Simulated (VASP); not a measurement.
These are PBEsol GGA, VASP's PBE PAW potentials (set 64) (plane waves; VASP) values and carry that method's errors.

VASP input:

### POSCAR
```
KBr
1
    0.0000000000     3.3000000000     3.3000000000
    3.3000000000     0.0000000000     3.3000000000
    3.3000000000     3.3000000000     0.0000000000
K Br
1 1
Direct
  0.0000000000   0.0000000000   0.0000000000
  0.5000000000   0.5000000000   0.5000000000
```

### KPOINTS
```
Automatic mesh
0
Gamma
6 6 6
0 0 0
```

### INCAR
```
SYSTEM = KBr
PREC = Accurate
ENCUT = 480
EDIFF = 1E-6
NELM = 100
ALGO = Normal
LREAL = .FALSE.
LASPH = .TRUE.
ISMEAR = 0
SIGMA = 0.05
GGA = PS
LMAXMIX = 4
LWAVE = .FALSE.
LCHARG = .FALSE.
IBRION = 2
ISIF = 3
NSW = 60
EDIFFG = -0.01
```

POTCAR, in this order: K_sv Br (PBE.64 set). Program: vasp_std.

Output

**OSZICAR**
```
       N       E                     dE             d eps       ncg     rms          rms(c)
DAV:   1     0.955719750230E+02    0.95572E+02   -0.68555E+03   384   0.111E+03
DAV:   2    -0.448284504191E+00   -0.96020E+02   -0.90383E+02   460   0.256E+02
DAV:   3    -0.638182201586E+01   -0.59335E+01   -0.59111E+01   496   0.605E+01
DAV:   4    -0.662293684553E+01   -0.24111E+00   -0.24078E+00   688   0.102E+01
DAV:   5    -0.662445565610E+01   -0.15188E-02   -0.15188E-02   504   0.894E-01    0.305E+00
DAV:   6    -0.646337173714E+01    0.16108E+00   -0.26255E-01   448   0.280E+00    0.226E+00
DAV:   7    -0.645042074205E+01    0.12951E-01   -0.11598E-01   476   0.204E+00    0.110E+00
DAV:   8    -0.645790673524E+01   -0.74860E-02   -0.13431E-02   520   0.992E-01    0.147E-01
DAV:   9    -0.645824164798E+01   -0.33491E-03   -0.49664E-04   508   0.145E-01    0.844E-02
DAV:  10    -0.645868381364E+01   -0.44217E-03   -0.53320E-04   448   0.161E-01    0.246E-02
DAV:  11    -0.645868464586E+01   -0.83222E-06   -0.10579E-05   556   0.205E-02    0.870E-03
DAV:  12    -0.645868721263E+01   -0.25668E-05   -0.21315E-06   460   0.128E-02    0.172E-03
DAV:  13    -0.645868777955E+01   -0.56692E-06   -0.69523E-07   384   0.577E-03
   1 F= -.64586878E+01 E0= -.64586878E+01  d E =-.645869E+01
       N       E                     dE             d eps       ncg     rms          rms(c)
DAV:   1    -0.646842962257E+01   -0.97424E-02   -0.19663E-01   464   0.437E+00    0.574E-01
DAV:   2    -0.646133390508E+01    0.70957E-02   -0.16307E-02   508   0.118E+00    0.232E-01
DAV:   3    -0.645954471833E+01    0.17892E-02   -0.59630E-03   672   0.637E-01    0.175E-01
DAV:   4    -0.645960260447E+01   -0.57886E-04   -0.12539E-04   640   0.841E-02    0.741E-02
DAV:   5    -0.645962848829E+01   -0.25884E-04   -0.17099E-04   708   0.733E-02    0.136E-02
DAV:   6    -0.645962778329E+01    0.70500E-06   -0.35384E-06   508   0.197E-02
   2 F= -.64596278E+01 E0= -.64596278E+01  d E =-.940004E-03
       N       E                     dE             d eps       ncg     rms          rms(c)
DAV:   1    -0.646398577356E+01   -0.43573E-02   -0.91771E-02   468   0.299E+00    0.392E-01
DAV:   2    -0.646071711373E+01    0.32687E-02   -0.76050E-03   492   0.810E-01    0.156E-01
DAV:   3    -0.645989443703E+01    0.82268E-03   -0.27019E-03   656   0.432E-01    0.120E-01
DAV:   4    -0.645992424944E+01   -0.29812E-04   -0.70535E-05   672   0.578E-02    0.502E-02
DAV:   5    -0.645993851006E+01   -0.14261E-04   -0.78812E-05   712   0.501E-02    0.930E-03
DAV:   6    -0.645993821008E+01    0.29998E-06   -0.14597E-06   380   0.136E-02
   3 F= -.64599382E+01 E0= -.64599382E+01  d E =-.125043E-02
       N       E                     dE             d eps       ncg     rms          rms(c)
DAV:   1    -0.647614390275E+01   -0.16205E-01   -0.36950E-01   464   0.601E+00    0.778E-01
DAV:   2    -0.646290743465E+01    0.13236E-01   -0.30433E-02   488   0.163E+00    0.315E-01
DAV:   3    -0.645957120768E+01    0.33362E-02   -0.11230E-02   664   0.879E-01    0.238E-01
DAV:   4    -0.645967593498E+01   -0.10473E-03   -0.23454E-04   608   0.118E-01    0.101E-01
DAV:   5    -0.645972214633E+01   -0.46211E-04   -0.32678E-04   680   0.100E-01    0.192E-02
DAV:   6    -0.645972090361E+01    0.12427E-05   -0.73579E-06   572   0.277E-02    0.735E-03
DAV:   7    -0.645972107993E+01   -0.17632E-06   -0.69699E-07   364   0.501E-03
   4 F= -.64597211E+01 E0= -.64597211E+01  d E =-.103330E-02
       N       E                     dE             d eps       ncg     rms          rms(c)
DAV:   1    -0.646873513761E+01   -0.90142E-02   -0.19436E-01   456   0.435E+00    0.597E-01
DAV:   2    -0.646174801982E+01    0.69871E-02   -0.16286E-02   500   0.118E+00    0.237E-01
DAV:   3    -0.645995022450E+01    0.17978E-02   -0.55867E-03   656   0.619E-01    0.185E-01
DAV:   4    -0.645998624895E+01   -0.36024E-04   -0.13729E-04   712   0.748E-02    0.772E-02
DAV:   5    -0.645999484098E+01   -0.85920E-05   -0.17159E-04   712   0.754E-02    0.140E-02
DAV:   6    -0.645999221552E+01    0.26255E-05   -0.41087E-06   584   0.193E-02    0.532E-03
DAV:   7    -0.645999226695E+01   -0.51428E-07   -0.43784E-07   308   0.391E-03
   5 F= -.64599923E+01 E0= -.64599923E+01  d E =-.130449E-02
```

File OUTCAR:
```
------------------------ aborting loop because EDIFF is reached ----------------------------------------
  FORCE on cell =-STRESS in cart. coord.  units (eV):
  Direction    XX          YY          ZZ          XY          YZ          ZX
  --------------------------------------------------------------------------------------
  Total       -0.0068150     -0.0068150     -0.0068150      0.0000000     -0.0000000      0.0000000
  in kB       -0.1548700     -0.1548700     -0.1548700      0.0000000     -0.0000000      0.0000000
  external PRESSURE =      -0.1548700 kB  Pullay stress =       0.0000000 kB
  volume of cell :       70.50
      direct lattice vectors                 reciprocal lattice vectors
     0.000000000  3.278881754  3.278881754    -0.152491013  0.152491013  0.152491013
     3.278881754  0.000000000  3.278881754     0.152491013 -0.152491013  0.152491013
     3.278881754  3.278881754 -0.000000000     0.152491013  0.152491013 -0.152491013
  FREE ENERGIE OF THE ION-ELECTRON SYSTEM (eV)
  ---------------------------------------------------
  free  energy   TOTEN  =        -6.4599922670 eV

  energy  without entropy=       -6.4599922670  energy(sigma->0) =       -6.45999227

 reached required accuracy - stopping structural energy minimisation
```
(Selected blocks of OUTCAR.)

### CONTCAR
```
KBr
   1.00000000000000
     0.0000000000000000    3.2788817544550799    3.2788817544550799
     3.2788817544550799    0.0000000000000000    3.2788817544550799
     3.2788817544550799    3.2788817544550799   -0.0000000000000000
  K               Br
     1     1
Direct
     0.0000000000000000    0.0000000000000000    0.0000000000000000
     0.5000000000000000    0.5000000000000000    0.5000000000000000
```

The compound is KBr in the rock salt structure. This run relaxes it. Symmetry was kept, so distortions that lower it aren't found.
